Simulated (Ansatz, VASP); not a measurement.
**InGa3Sb3As in two plane-wave programs**

Wanted: the spread between two codes on one cell, functional and k mesh. The cell is generated by rule, not measured, and may not be a known phase. The cell is taken from a series of runs on this material, whose earlier steps may have relaxed, scaled, displaced or heated it; both programs get it as it stands.

Method: plane waves, with VASP 6.6.1 beside it; PBEsol, in Ansatz 0.2.0.

The structure was built from a prototype and need not be the compound's stable phase.

## (1) The structure

The structure is orthorhombic, space group Pmm2 (No. 25). The conventional cell has a = 4.306 Å, b = 4.322 Å, c = 12.225 Å, α = 90.00°, β = 90.00°, γ = 90.00°. Nearest to As lie 2 Ga at 2.52 Å and 2 In at 2.65 Å. Nearest to Ga lie 2 As at 2.52 Å and 2 Sb at 2.64 Å. Nearest to Ga lie 4 Sb at 2.64 Å. Ga has 4 Sb at 2.64 Å nearest. Nearest to In lie 2 As at 2.65 Å and 2 Sb at 2.78 Å. Nearest to Sb lie 4 Ga at 2.64 Å. Farther neighbours are not listed.

As a file:

```cif
data_structure
_symmetry_space_group_name_H-M 'Pmm2'
_symmetry_Int_Tables_number 25
_cell_length_a 4.3063
_cell_length_b 4.3225
_cell_length_c 12.2254
_cell_angle_alpha 90.000
_cell_angle_beta 90.000
_cell_angle_gamma 90.000
_cell_volume 227.56
loop_
_atom_site_label
_atom_site_type_symbol
_atom_site_symmetry_multiplicity
_atom_site_Wyckoff_symbol
_atom_site_fract_x
_atom_site_fract_y
_atom_site_fract_z
_atom_site_occupancy
As1 As 1 c 0.50000 0.00000 0.11174 1
Ga1 Ga 1 a 0.00000 0.00000 0.00392 1
Ga2 Ga 1 d 0.50000 0.50000 0.75432 1
Ga3 Ga 1 a 0.00000 0.00000 0.50400 1
In1 In 1 d 0.50000 0.50000 0.23658 1
Sb1 Sb 1 b 0.00000 0.50000 0.87947 1
Sb2 Sb 1 c 0.50000 0.00000 0.62961 1
Sb3 Sb 1 b 0.00000 0.50000 0.38037 1
```

## (2) Ansatz: relaxation of cell and atoms, PBEsol

Ansatz runs on its default PAW (the set named soft_2) files.

The relaxed volume is the usual yardstick between codes: in a stiff, nearly cubic crystal its relative difference is about their pressure difference at one cell divided by the bulk modulus.

Contents of input.yaml:

```yaml
crystal:
  lattice:
    - [3.0564637779, 3.0564637779, 0.0]
    - [-3.0449896554, 3.0449896554, 0.0]
    - [0.0, 0.0, 12.2254119884]
  atoms:
    - { symbol: As, position: [1.0, 0.5, 0.8882625136] }
    - { symbol: Ga, position: [0.0, 0.0, -0.0039162592] }
    - { symbol: Ga, position: [0.5, 0.5, 0.2456757326] }
    - { symbol: Ga, position: [0.0, 0.0, 0.4959991896] }
    - { symbol: In, position: [0.5, 0.5, 0.7634233644] }
    - { symbol: Sb, position: [0.5, 1.0, 0.1205329867] }
    - { symbol: Sb, position: [1.0, 0.5, 0.370391019] }
    - { symbol: Sb, position: [0.5, 1.0, 0.6196314535] }
kpoints:
  mp_grid: { grid: [8, 8, 4] }
hamiltonian:
  xc: pbesol
scf:
  occupations: { method: gaussian, width: 0.1 }
output:
  forces: true
  stress: true
  eigenvalues: true
  write_density: true
  write_potential: true
  elf: true
  volumetric_format: npy
relax:
  adjacent_minimum: "off"
  f_tol: 0.005
  max_steps: 80
  cell: { stress_tol: 0.05 }
```

Command:

```sh
$ ansatz run input.yaml --threads 4 --pin off --max-ram 14336MiB --backend cpu --events-out ev --progress --plain --runs-dir out
```

Numbers of over 12 decimals in the logs are rounded to 6 here.

What it wrote:

```text
Engine: ansatz 0.2.0, aarch64-unknown-linux-gnu
Pseudopotentials: kind: paw
Pseudopotential: As, paw, valence charge 15, recommended cutoff 420 eV (normal), As.paw.azcp
Pseudopotential: Ga, paw, valence charge 13, recommended cutoff 420 eV (normal), Ga.paw.azcp
Pseudopotential: In, paw, valence charge 13, recommended cutoff 420 eV (normal), In.paw.azcp
Pseudopotential: Sb, paw, valence charge 15, recommended cutoff 420 eV (normal), Sb.paw.azcp
Functional definition: PBEsol
  exchange = pbesol_x
  correlation = pbesol_c
Crystal: 8 atoms, lattice volume = 227.561 Å³
Basis set: ecut = 420 eV, 4421 PW (Γ), exchange–correlation on 60×60×180 points (8 copies of the dense FFT grid, shifted against one another)
Bands: 68, of which v1, the nominal top of the filled ones, is band 56 counted from 1 (55 counted from 0)
Symmetry: 4 space group operations
Space group: Pmm2 (ITA 25), of the structure as read, at distance tolerance 6.1e-5 Å
k-points: 75 of 256 (time reversal used)
Non-local potential: As, projectors of the file, l = 0: 2, l = 1: 2, l = 2: 3, l = 3: 1
Non-local potential: Ga, projectors of the file, l = 0: 2, l = 1: 2, l = 2: 3, l = 3: 1
Non-local potential: In, projectors of the file, l = 0: 2, l = 1: 2, l = 2: 2, l = 3: 2
Non-local potential: Sb, projectors of the file, l = 0: 2, l = 1: 2, l = 2: 2, l = 3: 2
PAW form: soft (Blöchl's): semilocal exchange-correlation on the pseudo side does not see the compensation charge
PAW frozen core: As, regenerated for the run's functional, and the local potential with it (the file was generated under x = pbe(κ = 0.804, μ = 0.219515), c = pbe(β = 0.066725))
PAW frozen core: Ga, regenerated for the run's functional, and the local potential with it (the file was generated under x = pbe(κ = 0.804, μ = 0.219515), c = pbe(β = 0.066725))
PAW frozen core: In, regenerated for the run's functional, and the local potential with it (the file was generated under x = pbe(κ = 0.804, μ = 0.219515), c = pbe(β = 0.066725))
PAW frozen core: Sb, regenerated for the run's functional, and the local potential with it (the file was generated under x = pbe(κ = 0.804, μ = 0.219515), c = pbe(β = 0.066725))
PAW one-centre angular grid: As, 590 points (default); XC on 64 Gauss nodes
PAW one-centre angular grid: Ga, 590 points (default); XC on 64 Gauss nodes
PAW one-centre angular grid: In, 590 points (default); XC on 64 Gauss nodes
PAW one-centre angular grid: Sb, 590 points (default); XC on 64 Gauss nodes
Initial density: superposition of atomic densities (neutral atoms: chi_scale 0, normalization atom), corrected by the library's trained network
Initial wavefunctions: pseudopotential atomic-orbital guess
Functional: x = pbesol(κ = 0.804, μ = 0.123457), c = pbesol(β = 0.046)
SCF iter   1: F=—  HF=-40793.344393 eV  |F-HF|=—  |Δ(HF+E_count)|=         —  Δρ=3.06e-3  dr2=3.55e-2  ethr=1.77e-3  ⟨swp⟩=6.4  Hψ=19427  notcnv=0  defer=5
preconditioner: auto → Kerker (q_TF=auto, 2.424 Å⁻¹)  [metal: Δε(μ)=0.034 eV  Ē_g=13.776 eV  σ=0.100 eV  W_gap=0.19  n_scr=56 (ndim 8)  ℏωp=20.9 eV  f_vac=0.092  D(μ)=0.22/eV (n_scr^D=0)]
SCF iter   2: F=—  HF=-40793.330103 eV  |F-HF|=—  |Δ(HF+E_count)|=   1.43e-2  Δρ=2.05e-3  dr2=1.74e-2  ethr=3.17e-5  ⟨swp⟩=2.5  Hψ=9235  notcnv=0  defer=10
SCF iter   3: F=—  HF=-40793.327133 eV  |F-HF|=—  |Δ(HF+E_count)|=   2.97e-3  Δρ=8.24e-4  dr2=2.58e-3  ethr=1.55e-5  ⟨swp⟩=2.1  Hψ=8243  notcnv=0  defer=10
SCF iter   4: F=—  HF=-40793.326779 eV  |F-HF|=—  |Δ(HF+E_count)|=   3.54e-4  Δρ=4.13e-4  dr2=1.16e-3  ethr=2.31e-6  ⟨swp⟩=2.0  Hψ=8714  notcnv=0  defer=10
SCF iter   5: F=—  HF=-40793.327015 eV  |F-HF|=—  |Δ(HF+E_count)|=   2.35e-4  Δρ=2.15e-4  dr2=3.21e-4  ethr=1.03e-6  ⟨swp⟩=2.0  Hψ=8846  notcnv=0  defer=10
SCF iter   6: F=—  HF=-40793.326996 eV  |F-HF|=—  |Δ(HF+E_count)|=   1.88e-5  Δρ=1.11e-4  dr2=1.08e-4  ethr=2.87e-7  ⟨swp⟩=2.0  Hψ=8860  notcnv=0  defer=10
SCF iter   7: F=—  HF=-40793.327010 eV  |F-HF|=—  |Δ(HF+E_count)|=   1.42e-5  Δρ=7.37e-5  dr2=3.90e-5  ethr=9.64e-8  ⟨swp⟩=2.0  Hψ=7356  notcnv=0  defer=10
SCF iter   8: F=—  HF=-40793.327022 eV  |F-HF|=—  |Δ(HF+E_count)|=   1.16e-5  Δρ=3.57e-5  dr2=1.73e-5  ethr=3.48e-8  ⟨swp⟩=2.0  Hψ=8837  notcnv=0  defer=12
SCF iter   9: F=—  HF=-40793.327020 eV  |F-HF|=—  |Δ(HF+E_count)|=   1.72e-6  Δρ=1.60e-5  dr2=3.71e-6  ethr=1.55e-8  ⟨swp⟩=2.1  Hψ=5251  notcnv=0  defer=12
SCF iter  10: F=—  HF=-40793.327020 eV  |F-HF|=—  |Δ(HF+E_count)|=   2.17e-7  Δρ=8.64e-6  dr2=3.10e-7  ethr=3.32e-9  ⟨swp⟩=2.0  Hψ=7352  notcnv=0  defer=12
SCF iter  11: F=—  HF=-40793.327020 eV  |F-HF|=—  |Δ(HF+E_count)|=   1.77e-8  Δρ=5.39e-6  dr2=1.18e-7  ethr=8.93e-11  ⟨swp⟩=14.3  Hψ=38665  notcnv=0
SCF iter  12: F=-40793.327020 eV  HF=-40793.327020 eV  |F-HF|=7.28e-11  |Δ(HF+E_count)|=   9.72e-9  Δρ=1.85e-6  dr2=2.62e-8  ethr=8.93e-11  ⟨swp⟩=8.9  Hψ=32089  notcnv=0
SCF 1 converged in 12 iterations: F = -40793.327020 eV  dr2 = 2.62e-8
  greatest PAW one-centre occupation: 0.999 electrons in one spin orbital (limit 2), on the As atom at site 0 (counted from 0), in its partial waves of l = 2
relax step   1: F+E_penalty+E_count = -40793.32702028 eV  Δ(F+E_penalty+E_count) = +0.000e0 eV  max|allowed force component| = 4.043e-3 eV/Å  Δτ_max = 0.0000 Å  P = +0.008 GPa  Ω = 227.561 Å³  (12 SCF iters, dr2 threshold 1.00e-7 eV, accepted)
Initial density: handed on by an earlier stage of this run
Initial wavefunctions: pseudopotential atomic-orbital guess (no wavefunctions were taken with the density)
iter 1 solved again at ethr=4.55e-7 eV; its pass at ethr=3.10e-3 eV (dr2=5.10e-4 eV) is discarded
SCF iter   1: F=—  HF=-40793.327004 eV  |F-HF|=—  |Δ(HF+E_count)|=         —  Δρ=2.51e-6  dr2=3.80e-8  ethr=4.55e-7  ⟨swp⟩=3.0  Hψ=32234  notcnv=0
eigensolver tolerance schedule: the retry pair's looser diagonalisation over-reported the residual by 13391.26 of it (diagonalisation noise at an unbounded share of the residual, at the tolerance the schedule requests for it); recorded, not acted on — ethr = c·dr2/N_el stays at c = 1.0e-1
preconditioner: auto → Kerker (q_TF=auto, 2.424 Å⁻¹)  [metal: Δε(μ)=0.040 eV  Ē_g=13.800 eV  σ=0.100 eV  W_gap=0.22  n_scr=56 (ndim 8)  ℏωp=20.9 eV  f_vac=0.078  D(μ)=0.22/eV (n_scr^D=0)]
SCF iter   2: F=—  HF=-40793.327020 eV  |F-HF|=—  |Δ(HF+E_count)|=   1.59e-5  Δρ=1.50e-6  dr2=1.65e-8  ethr=3.40e-11  ⟨swp⟩=3.7  Hψ=12713  notcnv=0
SCF iter   3: F=—  HF=-40793.327020 eV  |F-HF|=—  |Δ(HF+E_count)|=   3.62e-9  Δρ=1.09e-6  dr2=1.06e-8  ethr=1.47e-11  ⟨swp⟩=2.0  Hψ=5739  notcnv=0
SCF iter   4: F=—  HF=-40793.327020 eV  |F-HF|=—  |Δ(HF+E_count)|=   4.77e-9  Δρ=6.80e-7  dr2=2.15e-9  ethr=9.50e-12  ⟨swp⟩=2.0  Hψ=7786  notcnv=0
SCF iter   5: F=—  HF=-40793.327020 eV  |F-HF|=—  |Δ(HF+E_count)|=  3.06e-10  Δρ=4.07e-7  dr2=7.64e-10  ethr=1.92e-12  ⟨swp⟩=2.0  Hψ=7761  notcnv=0
SCF iter   6: F=—  HF=-40793.327020 eV  |F-HF|=—  |Δ(HF+E_count)|=  1.46e-11  Δρ=1.90e-7  dr2=1.96e-10  ethr=1.00e-12  ⟨swp⟩=2.8  Hψ=8938  notcnv=0
SCF iter   7: F=-40793.327020 eV  HF=-40793.327020 eV  |F-HF|=2.18e-11  |Δ(HF+E_count)|=  2.91e-11  Δρ=8.87e-8  dr2=5.42e-11  ethr=1.00e-12  ⟨swp⟩=6.3  Hψ=25315  notcnv=0
SCF 2 converged in 7 iterations: F = -40793.327020 eV  dr2 = 5.42e-11
relax step   2: F+E_penalty+E_count = -40793.32702029 eV  Δ(F+E_penalty+E_count) = -1.465e-8 eV  max|allowed force component| = 4.056e-3 eV/Å  Δτ_max = 0.0000 Å  P = +0.008 GPa  Ω = 227.561 Å³  stress off target by 1.80e-2 GPa  SCF on the basis re-selected at this cell (its energy is not comparable with the rows above)  (7 SCF iters)
basis re-selected at this cell: Δ(F+E_penalty+E_count) = -1.465e-8 eV, ΔP = -0.000 GPa vs the last step (what re-selecting the basis moved, of the pressure what is left beyond the Pulay correction that the steps carried, after the strain that the cell walked since its last selection, with what the two solves' SCF thresholds leave and, on support functions, any second-order correction that the steps lacked; it is no m [...]
SCF converged after 7 iterations
Free energy (F): -40793.327020 eV
Harris-Foulkes:  -40793.327020 eV  (|F-HF|=2.18e-11)
Internal energy: -40793.325938 eV  (E = F + TS)
E sigma→0 (E₀):  -40793.326479 eV
Entropy (-TS):   -0.001083 eV (-0.135 meV/atom)
Fermi energy:    7.680889 eV
--- Per-component energies (eV) ---
  E_band       = -1113.485026
  E_kinetic    = 1317.431102
  E_local      = -15099.937704  (includes V_loc(G=0)·N_el)
  E_nonlocal   = 2071.038014
  E_hartree    = 7016.251799
  E_xc         = -909.267975
  E_vxc        = -642.238491  (∫ρ·V_xc dr)
  E_paw        = -25226.785353  (= ΣΔE_a)
  E_vpaw       = -2792.281301  (= ΣTr[D̂ρ^β])
  E_aug_tail   = -0.000294  (compensation charges beyond the density's cutoff)
  E_ewald      = -9966.842361
  E_core_change = 4.786836  (= ΣΔE_core)
  E_smearing   = -0.001083  (= −TS)
  E_closure    = 0.000000  (closes the sum)
  Σ components = -40793.327020   (vs F -40793.327020, Δ=0.00e0)
--- Forces (eV/Å), atoms counted from 1 ---
  atom   1  As    -0.00000000    -0.00000000    -0.00286515
  atom   2  Ga     0.00000000    -0.00000000    -0.00063575
  atom   3  Ga     0.00000000     0.00000000    -0.00138513
  atom   4  Ga     0.00000000     0.00000000     0.00405600
  atom   5  In     0.00000000     0.00000000    -0.00159552
  atom   6  Sb    -0.00000000    -0.00000000     0.00374274
  atom   7  Sb    -0.00000000     0.00000000    -0.00062517
  atom   8  Sb    -0.00000000     0.00000000    -0.00069168
  max |Σ_I F_I| component: 3.26e-7 eV/Å
--- Stress (GPa, compression-positive) ---
        0.006615      -0.011408       0.000000
       -0.011408       0.006615       0.000000
        0.000000       0.000000       0.010659
  P = ⅓ Tr σ = 0.0080 GPa (0.080 kbar)
--- Band table (eV; the first three rows and the last of 75) ---
  k-point 0: bands = [... 52 lower, 6.2828, 7.3103, 7.5416, 7.5755, 7.7096, 8.5830, 8.7402, 9.0021, ... 8 higher]
  k-point 1: bands = [... 52 lower, 6.4563, 6.5075, 7.3888, 7.5405, 8.2522, 8.5560, 8.7252, 9.1170, ... 8 higher]
  k-point 2: bands = [... 52 lower, 6.7631, 6.7894, 7.0710, 7.3083, 8.4688, 8.5268, 8.9285, 9.3874, ... 8 higher]
  k-point 74: bands = [... 52 lower, 4.7175, 4.7204, 4.7672, 4.8516, 9.4954, 9.5554, 9.6712, 9.7003, ... 8 higher]
--- Relaxed structure (1 steps of the walk, 1 accepted, 1 SCFs on fresh bases) ---
  F+E_penalty+E_count = -40793.32702029 eV   max|allowed force component| = 4.056e-3 eV/Å   (the final SCF, on the basis selected at the relaxed cell)
  cell:  # Å, volume = 227.5614 Å³
    - [3.0564637779, 3.0564637779, 0.0]
    - [-3.0449896554, 3.0449896554, 0.0]
    - [0.0, 0.0, 12.2254119884]
  atoms:
    - { symbol: As, position: [1.0, 0.5, 0.8882625136] }
    - { symbol: Ga, position: [0.0, 0.0, -0.0039162592] }
    - { symbol: Ga, position: [0.500000, 0.500000, 0.245676] }
    - { symbol: Ga, position: [0.0, 0.0, 0.495999] }
    - { symbol: In, position: [0.500000, 0.500000, 0.763423] }
    - { symbol: Sb, position: [0.500000, 1.0, 0.1205329867] }
    - { symbol: Sb, position: [1.0, 0.5, 0.370391] }
    - { symbol: Sb, position: [0.500000, 1.0, 0.6196314535] }
```

In the SCF lines HF is the Harris–Foulkes energy and dr2 the Hartree energy of the density residual, in eV; the loop may stop once dr2 is under the threshold and the program's other checks hold. Hψ counts applications of the Hamiltonian.

[end of part 1 of 2]

[Lines on the potential files, build, host, timing and source positions are cut from VASP's logs without a mark.]

[Logs are printed without paths, hosts, clocks, repeated set-up lines and the standing remarks that a program may print on its own settings, such as how far it seeks lower states.]

[Hosts, paths, dates, database ids (printed as entryN), source tags and the programs' standing remarks are cut or masked in the printed files.]
